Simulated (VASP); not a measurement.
Sc (relaxed from the simple-cubic structure, space group Pm-3m): computed properties

These are PBEsol GGA, VASP's PBE PAW potentials (set 64) (plane waves; VASP 6.6.1) values and carry that method's errors.

```
Item                                                                                                       Value
----------------------------------  ----------------------------------------------------------------------------
space group                                                                                          Pm-3m (221)
cell                                a = 2.9086 Å, b = 2.9086 Å, c = 2.9086 Å, α = 90.00°, β = 90.00°, γ = 90.00°
volume per atom                                                                                    24.61 Å³/atom
band gap (over mesh and band path)                                      none (metal, semimetal or under 0.01 eV)
density                                                                                               3.03 g/cm³
```

```cif
data_Sc
_chemical_formula_sum 'Sc1'
_space_group_name_H-M_alt 'Pm-3m'
_space_group_IT_number 221
_space_group_name_Hall '-P 4 2 3'
_cell_length_a 2.90862
_cell_length_b 2.90862
_cell_length_c 2.90862
_cell_angle_alpha 90.000
_cell_angle_beta 90.000
_cell_angle_gamma 90.000
loop_
_atom_site_label
_atom_site_type_symbol
_atom_site_symmetry_multiplicity
_atom_site_Wyckoff_symbol
_atom_site_fract_x
_atom_site_fract_y
_atom_site_fract_z
_atom_site_occupancy
Sc1 Sc 1 a 0.00000 0.00000 0.00000 1
```

The structure was generated: Sc was put into the simple-cubic type (Pm-3m), which need not be its known phase. It was relaxed first, which changed the volume by -12 %. Symmetry was kept, so distortions that lower it aren't found.
